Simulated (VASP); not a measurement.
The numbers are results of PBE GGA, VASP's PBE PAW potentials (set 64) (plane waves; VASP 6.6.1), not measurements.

VASP input:

### KPOINTS
```
Automatic
0
gamma
  11 11 11
```

### INCAR
```
SYSTEM = LiF
PREC = Accurate
ENCUT = 620
EDIFF = 1E-6
NELM = 100
ALGO = Normal
LREAL = .FALSE.
LASPH = .TRUE.
ISMEAR = 0
SIGMA = 0.05
GGA = PE
LWAVE = .FALSE.
LCHARG = .FALSE.
IBRION = 2
ISIF = 3
NSW = 40
EDIFFG = -0.02
PSTRESS = 50
```

File POSCAR:
```
LiF
1
    0.0000000000     1.9841747208     1.9841747208
    1.9841747208     0.0000000000     1.9841747208
    1.9841747208     1.9841747208    -0.0000000000
Li F
1 1
Direct
  0.0000000000   0.0000000000   0.0000000000
  0.5000000000   0.5000000000   0.5000000000
```

POTCAR, in this order: Li_sv F (PBE.64 set). Program: vasp_std.

Output

**OSZICAR**
```
       N       E                     dE             d eps       ncg     rms          rms(c)
DAV:   1     0.399518058264E+02    0.39952E+02   -0.64242E+03  1016   0.130E+03
DAV:   2    -0.883357580649E+01   -0.48785E+02   -0.47561E+02  1101   0.232E+02
DAV:   3    -0.101164513166E+02   -0.12829E+01   -0.12799E+01  1302   0.363E+01
DAV:   4    -0.101319943434E+02   -0.15543E-01   -0.15536E-01  1415   0.402E+00
DAV:   5    -0.101320903370E+02   -0.95994E-04   -0.95993E-04  1315   0.196E-01    0.454E+00
DAV:   6    -0.961303396081E+01    0.51906E+00   -0.27196E+00  1030   0.131E+01    0.138E+00
DAV:   7    -0.961681003426E+01   -0.37761E-02   -0.20835E-02  1395   0.163E+00    0.854E-01
DAV:   8    -0.962315861720E+01   -0.63486E-02   -0.15751E-02  1392   0.170E+00    0.995E-02
DAV:   9    -0.962323747501E+01   -0.78858E-04   -0.81740E-04  1114   0.324E-01    0.417E-02
DAV:  10    -0.962330017905E+01   -0.62704E-04   -0.13536E-04  1116   0.116E-01    0.746E-03
DAV:  11    -0.962330250118E+01   -0.23221E-05   -0.23689E-06  1363   0.213E-02    0.142E-03
DAV:  12    -0.962330281230E+01   -0.31112E-06   -0.48493E-07  1075   0.815E-03
   1 F= -.91357416E+01 E0= -.91357416E+01  d E =-.913574E+01
```

File OUTCAR:
```
------------------------ aborting loop because EDIFF is reached ----------------------------------------
  FORCE on cell =-STRESS in cart. coord.  units (eV):
  Direction    XX          YY          ZZ          XY          YZ          ZX
  --------------------------------------------------------------------------------------
  Total        0.4773949      0.4773949      0.4773949      0.0000000      0.0000000      0.0000000
  in kB       48.9574347     48.9574347     48.9574347      0.0000000      0.0000000      0.0000000
  external PRESSURE =      -1.0425653 kB  Pullay stress =      50.0000000 kB
  volume of cell :       15.62
      direct lattice vectors                 reciprocal lattice vectors
     0.000000000  1.984174721  1.984174721    -0.251993937  0.251993937  0.251993937
     1.984174721  0.000000000  1.984174721     0.251993937 -0.251993937  0.251993937
     1.984174721  1.984174721  0.000000000     0.251993937  0.251993937 -0.251993937
  FREE ENERGIE OF THE ION-ELECTRON SYSTEM (eV)
  ---------------------------------------------------
  free  energy   TOTEN  =        -9.6233028123 eV

  energy  without entropy=       -9.6233028123  energy(sigma->0) =       -9.62330281
  enthalpy is  TOTEN    =        -9.1357415932 eV   P V=        0.4875612192

 reached required accuracy - stopping structural energy minimisation
```
(Selected blocks of OUTCAR.)

The compound is LiF in the rock salt structure. It was relaxed first under an external pressure of 5 GPa.
